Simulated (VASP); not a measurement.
VASP 6 on Si, 64 atoms, HSE06, 300 eV, 1×1×1 Γ-centred mesh, vasp_gam. Each run had one machine to itself; times are medians of up to 3 turns, which differed by up to 1 %. Differences under about 10 % mean little, and other builds and machines will differ.

INCAR of the first run: PREC = Normal; ENCUT = 300; EDIFF = 1E-12; NELM = 9; ALGO = Normal; LREAL = .FALSE.; LASPH = .TRUE.; ISMEAR = 0; SIGMA = 0.05; GGA = PE; HFSCREEN = 0.2; AEXX = 0.25; LHFCALC = .TRUE.; PRECFOCK = Fast; ISYM = 0; LWAVE = .FALSE.; LCHARG = .FALSE.; NELMIN = 9; NCORE = 4

```
run                                         seconds an electronic step (mean of the last four of 9)
------------------------------------------  -------------------------------------------------------
32 ranks, LREAL = .FALSE., PREC = Normal                                                       0.56
32 ranks, LREAL = .FALSE., PREC = Accurate                                                     0.60
32 ranks, LREAL = Auto, PREC = Normal                                                          0.53
32 ranks, LREAL = Auto, PREC = Accurate                                                        0.59
```

On 32 cores the runs span a factor of 1.1.

Runs that failed, blew up or ran out of time are left out.

The cell is a supercell.
